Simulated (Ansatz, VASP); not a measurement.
**Two plane-wave programs on KMgI3**

The input INCAR:

```
SYSTEM = KMgI3
ALGO = Normal
EDIFF = 1E-7
ENCUT = 520
GGA = PE
ISIF = 2
ISMEAR = 0
LASPH = .TRUE.
LCHARG = .FALSE.
LREAL = .FALSE.
LWAVE = .FALSE.
NBANDS = 24
NELM = 100
PREC = Accurate
SIGMA = 0.01
```

Contents of KPOINTS:

```
k-points
0
G
  4 4 4
  0 0 0
```

File POSCAR:

```
KMgI3
1.0
    5.7932205664      0.0000000000      0.0000000000
    0.0000000000      5.7932205664      0.0000000000
    0.0000000000      0.0000000000      5.7932205664
K Mg I
1 1 3
Direct
    0.0000000000      0.0000000000      0.0000000000
    0.5000000000      0.5000000000      0.5000000000
    0.5000000000      0.5000000000      0.0000000000
    0.5000000000      0.0000000000      0.5000000000
    0.0000000000      0.5000000000      0.5000000000
```

Input for Ansatz:

```yaml
crystal:
  lattice:
    - [5.7932205664, 0.0, 0.0]
    - [0.0, 5.7932205664, 0.0]
    - [0.0, 0.0, 5.7932205664]
  atoms:
    - { symbol: K, position: [0.0, 0.0, 0.0] }
    - { symbol: Mg, position: [0.5, 0.5, 0.5] }
    - { symbol: I, position: [0.5, 0.5, 0.0] }
    - { symbol: I, position: [0.5, 0.0, 0.5] }
    - { symbol: I, position: [0.0, 0.5, 0.5] }
kpoints:
  mp_grid: { grid: [4, 4, 4] }
hamiltonian:
  xc: pbe
scf:
  occupations: { method: fixed }
  n_extra_bands: 5
output:
  forces: true
  stress: true
  eigenvalues: true
```

Alike in both runs: task single point; functional PBE; k mesh 4 × 4 × 4; no spin polarisation.

```csv
,VASP,Ansatz
version,VASP 6.6.1,Ansatz 0.2.0
potentials or method,"VASP PAW PBE potentials, release 64 (K_sv, Mg, I)","plane waves, PAW"
plane-wave cutoff (eV),520,420
occupations,"gaussian, width 0.01 eV",fixed
valence electrons in the cell,32,70
```

Ansatz gave:

```
gap on the k mesh at the Fermi level (eV) : 1.24
pressure (GPa)                            : 0.6
```

Question: Estimate VASP's values.

Answer: gap on the k mesh at the Fermi level (eV): 1.23; pressure (GPa): 0.6.

The two sets of potentials don't hold the same shells in valence.

Caveats: spin-orbit coupling is left out, which moves the levels of the heavy elements. A k mesh can miss the band edges. Expect the measured gap to be larger: semilocal functionals such as PBE lack the derivative discontinuity.
